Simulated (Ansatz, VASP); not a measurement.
**Cross-check of V between VASP and Ansatz**

One calculation is typed for both programs; each brings its own data sets and cutoff. How far apart do they land? The cell is taken from a series of VASP runs on this material, whose earlier steps may have relaxed, scaled or displaced it; both programs get it as it stands.

Program: Ansatz 0.2.0. Level of theory: plane waves, with VASP 6.6.1 beside it; relaxation of cell and atoms at r2SCAN and relaxation of cell and atoms at PBE. Results are calculated unless marked as measured.

## 1. Starting point

It takes space group Im-3m (No. 229, cubic). The conventional cell has a = 2.986 Å, b = 2.986 Å, c = 2.986 Å, α = 90.00°, β = 90.00°, γ = 90.00°. V has 8 V at 2.59 Å nearest.

Structure file:

```xyz
1
Lattice="-1.4929 1.4929 1.4929 1.4929 -1.4929 1.4929 1.4929 1.4929 -1.4929" Properties=species:S:1:pos:R:3 pbc="T T T"
V     0.0000    0.0000    0.0000
```

## 2. VASP: relaxation of cell and atoms, r2SCAN

The relaxed volume is the usual yardstick between codes: its relative difference is about their pressure difference at one cell divided by the bulk modulus.

Lines of VASP's logs that name or quote its potential files are left out, and so is its time.

The input, INCAR:

```
SYSTEM = V
PREC = Accurate
ENCUT = 520
EDIFF = 1E-07
NELM = 100
ISMEAR = 1
SIGMA = 0.15
LREAL = .FALSE.
ALGO = Normal
METAGGA = R2SCAN
LASPH = .TRUE.
NBANDS = 15
ISPIN = 2
MAGMOM = 2
LMAXMIX = 4
LORBIT = 11
LWAVE = .FALSE.
LCHARG = .FALSE.
KPAR = 4
IBRION = 2
NSW = 50
ISIF = 3
EDIFFG = -0.005
```

The input, POSCAR:

```
V
1.0
   -1.4928724054      1.4928724054      1.4928724054
    1.4928724054     -1.4928724054      1.4928724054
    1.4928724054      1.4928724054     -1.4928724054
V
1
Direct
    0.0000000000      0.0000000000      0.0000000000
```

The input, KPOINTS:

```
Automatic mesh
0
Gamma
22 22 22
0 0 0
```

The projector-augmented-wave data sets are V_sv (PBE family, release 64).

Launch:

```sh
mpirun -np 4 vasp_std
```

Numbers of over 12 decimals in the logs are rounded to 6 here.

The program printed:

```text
[banner, memory and clock lines left out]
running    4 mpi-ranks, on    1 nodes
 distrk:  each k-point on    1 cores,    4 groups
 distr:  one band on    1 cores,    1 groups

 POSCAR found type information on POSCAR V
 POSCAR found :  1 types and       1 ions
|                                                                             |
|               ----> ADVICE to this user running VASP <----                  |
|                                                                             |
|     You enforced a specific xc type in the INCAR file but a different       |
|     [... a line on the potential file left out ...]
|     I HOPE YOU KNOW WHAT YOU ARE DOING!                                     |
|                                                                             |

 LDA part: xc-table for (None), standard interpolation
 POSCAR, INCAR and KPOINTS ok, starting setup
 FFT: planning ... GRIDC
 FFT: planning ... GRID_SOFT
 FFT: planning ... GRID
 WAVECAR not read
 entering main loop
       N       E                     dE             d eps       ncg     rms          rms(c)
DAV:   1     0.891743211506E+02    0.89174E+02   -0.67655E+03 19836   0.975E+02
DAV:   2    -0.165807591946E+02   -0.10576E+03   -0.10180E+03 20905   0.295E+02
DAV:   3    -0.181370859064E+02   -0.15563E+01   -0.15542E+01 22550   0.397E+01
DAV:   4    -0.181437696208E+02   -0.66837E-02   -0.66836E-02 22984   0.275E+00
DAV:   5    -0.181438368503E+02   -0.67229E-04   -0.67230E-04 22683   0.258E-01    0.237E+01
DAV:   6    -0.140400872581E+02    0.41037E+01   -0.44581E+00 19995   0.345E+01    0.290E+00
DAV:   7    -0.141103123243E+02   -0.70225E-01   -0.13917E-01 22081   0.345E+00    0.196E+00
DAV:   8    -0.141224932162E+02   -0.12181E-01   -0.85965E-03 21381   0.890E-01    0.973E-01
DAV:   9    -0.141255106730E+02   -0.30175E-02   -0.71848E-03 21129   0.752E-01    0.228E-01
DAV:  10    -0.141265963013E+02   -0.10856E-02   -0.12918E-03 21479   0.354E-01    0.116E-01
DAV:  11    -0.141270491558E+02   -0.45285E-03   -0.52910E-04 22039   0.144E-01    0.664E-02
DAV:  12    -0.141272981776E+02   -0.24902E-03   -0.38233E-04 21836   0.104E-01    0.686E-02
DAV:  13    -0.141273981336E+02   -0.99956E-04   -0.37432E-05 20023   0.447E-02    0.640E-02
DAV:  14    -0.141276548437E+02   -0.25671E-03   -0.81913E-04 21941   0.147E-01    0.645E-02
DAV:  15    -0.141278692108E+02   -0.21437E-03   -0.56207E-04 22256   0.115E-01    0.673E-02
DAV:  16    -0.141280169782E+02   -0.14777E-03   -0.13103E-03 21864   0.168E-01    0.541E-02
DAV:  17    -0.141281054740E+02   -0.88496E-04   -0.61945E-04 22221   0.123E-01    0.159E-02
DAV:  18    -0.141282232253E+02   -0.11775E-03   -0.69949E-05 19750   0.616E-02    0.143E-02
DAV:  19    -0.141282472159E+02   -0.23991E-04   -0.50055E-05 22158   0.514E-02    0.787E-03
DAV:  20    -0.141282479833E+02   -0.76738E-06   -0.59298E-06 22676   0.159E-02    0.718E-03
DAV:  21    -0.141282481180E+02   -0.13466E-06   -0.50509E-07 20471   0.571E-03    0.197E-03
DAV:  22    -0.141282485946E+02   -0.47664E-06   -0.19720E-07 18979   0.403E-03    0.240E-03
DAV:  23    -0.141282485581E+02    0.36515E-07   -0.20965E-07 16238   0.330E-03
   1 F= -.14128249E+02 E0= -.14128309E+02  d E =-.141282E+02  mag=     0.0006
 curvature:   0.00 expect dE= 0.000E+00 dE for cont linesearch  0.000E+00
 trial: gam= 0.00000 g(F)=  0.125E-61 g(S)=  0.184E-05 ort = 0.000E+00 (trialstep = 0.100E+01)
 search vector abs. value=  0.184E-05
 reached required accuracy - stopping structural energy minimisation
```

OUTCAR, selected parts (step 2):

```text
ion  position               nearest neighbor table
   1  0.000  0.000  0.000-

  LATTYP: Found a body centered cubic cell.
 ALAT       =     2.9857448108

 Subroutine GETGRP returns: Found 48 space group operations
 (whereof 48 operations were pure point group operations)

The static configuration has the point symmetry O_h .

 Found    328 irreducible k-points:

   k-points           NKPTS =    328   k-points in BZ     NKDIM =    328   number of bands    NBANDS=     15

   dimension x,y,z NGX =    20 NGY =   20 NGZ =   20
   dimension x,y,z NGXF=    40 NGYF=   40 NGZF=   40

   ENCUT  =  520.0 eV  38.22 Ry    6.18 a.u.   4.81  4.81  4.81*2*pi/ulx,y,z

   NELECT =      13.0000    total number of electrons

 k-points in reciprocal lattice and weights: Automatic mesh
   0.00000000  0.00000000  0.00000000       0.000
   0.04545455  0.00000000  0.00000000       0.001
   0.09090909  0.00000000  0.00000000       0.001
   0.13636364  0.00000000  0.00000000       0.001
   0.18181818  0.00000000  0.00000000       0.001
   0.22727273  0.00000000  0.00000000       0.001
   0.27272727  0.00000000  0.00000000       0.001
   0.31818182  0.00000000  0.00000000       0.001
   0.36363636  0.00000000  0.00000000       0.001
[...]
0.50000000  0.50000000  0.45454545       0.001
   0.50000000  0.50000000  0.50000000       0.000

 average (electrostatic) potential at core
       1 -74.8799

 E-fermi :   9.8085

 spin component 1
 k-point     1 :       0.0000    0.0000    0.0000
  band No.  band energies     occupation
      1     -56.4961      1.00000
      2     -28.6263      1.00000
      3     -28.6262      1.00000
      4     -28.6262      1.00000
      5       2.7261      1.00000
      6      10.2973     -0.00002
      7      10.2973     -0.00002
      8      10.2973     -0.00002
      9      12.5073     -0.00000
     10      12.5073     -0.00000
    ...

 k-point     2 :       0.0455    0.0000    0.0000
  band No.  band energies     occupation
      1     -56.4918      1.00000
      2     -28.6469      1.00000
      3     -28.6325      1.00000
      4     -28.6264      1.00000
      5       2.8150      1.00000
      6      10.2585     -0.00009
      7      10.2889     -0.00003
      8      10.3598     -0.00000
      9      12.4609     -0.00000
     10      12.5094     -0.00000
    ...

 k-point     3 :       0.0909    0.0000    0.0000
  band No.  band energies     occupation
      1     -56.4791      1.00000
      2     -28.7070      1.00000
      3     -28.6505      1.00000
      4     -28.6269      1.00000
      5       3.0769      1.00000
      6      10.1468     -0.00322
      7      10.2552     -0.00011
      8      10.5447     -0.00000
      9      12.3431     -0.00000
     10      12.5168     -0.00000
    ...

 k-point     4 :       0.1364    0.0000    0.0000
  band No.  band energies     occupation
      1     -56.4591      1.00000
      2     -28.8010      1.00000
      3     -28.6789      1.00000
      4     -28.6276      1.00000
      5       3.4966      1.00000
      6       9.9752     -0.03316
      7      10.1754     -0.00147
      8      10.8442     -0.00000
      9      12.2093     -0.00000
     10      12.5322     -0.00000
    ...

 k-point     5 :       0.1818    0.0000    0.0000
  band No.  band energies     occupation
    ...
      2     -28.9204      1.00000
      3     -28.7152      1.00000
      4     -28.6286      1.00000
      5       4.0466      1.00000
      6       9.7622      0.74800
      7      10.0370     -0.02661
      8      11.2447     -0.00000
      9      12.1223     -0.00000
     10      12.5588     -0.00000
     11      28.6948      0.00000
    ...

 k-point     6 :       0.2273    0.0000    0.0000
  band No.  band energies     occupation
    ...
      2     -29.0550      1.00000
      3     -28.7563      1.00000
      4     -28.6297      1.00000
      5       4.6806      1.00000
      6       9.5286      1.01203
      7       9.8698      0.18423
      8      11.7260     -0.00000
      9      12.1141     -0.00000
     10      12.5988     -0.00000
     11      27.3896      0.00000
    ...

  Total        0.0035693      0.0035693      0.0035693      0.0000000      0.0000000     -0.0000000
  in kB        0.4296973      0.4296973      0.4296973      0.0000000      0.0000000     -0.0000000
  external PRESSURE =       0.4296973 kB  Pullay stress =       0.0000000 kB

  energy-cutoff  :      520.00
  volume of cell :       13.31
      direct lattice vectors                 reciprocal lattice vectors
    -1.492872405  1.492872405  1.492872405     0.000000000  0.334924805  0.334924805
     1.492872405 -1.492872405  1.492872405     0.334924805  0.000000000  0.334924805
     1.492872405  1.492872405 -1.492872405     0.334924805  0.334924805  0.000000000

 POSITION                                       TOTAL-FORCE (eV/Angst)
 -----------------------------------------------------------------------------------
      0.00000      0.00000      0.00000         0.000000      0.000000     -0.000000
 -----------------------------------------------------------------------------------
    total drift:                               -0.000000     -0.000000      0.000000

  FREE ENERGIE OF THE ION-ELECTRON SYSTEM (eV)
  ---------------------------------------------------
  free  energy   TOTEN  =       -14.1282485581 eV

  energy  without entropy=      -14.1284288526  energy(sigma->0) =      -14.12830866

 reached required accuracy - stopping structural energy minimisation

 total charge
# of ion       s       p       d       tot
------------------------------------------
    1        2.342   6.241   3.058  11.641

 magnetization (x)
# of ion       s       p       d       tot
------------------------------------------
    1        0.000   0.000   0.000   0.000

[... 6 further parts left out ...]
```

(Continued in part 2 of 2.)

[Lines on the potential files, build, host, timing and source positions are cut from VASP's logs without a mark.]

[Logs are printed without paths, hosts, clocks, repeated set-up lines and the standing remarks that a program may print on its own settings, such as how far it seeks lower states.]

[Hosts, paths, dates, database ids (printed as entryN), source tags and the programs' standing remarks are cut or masked in the printed files.]
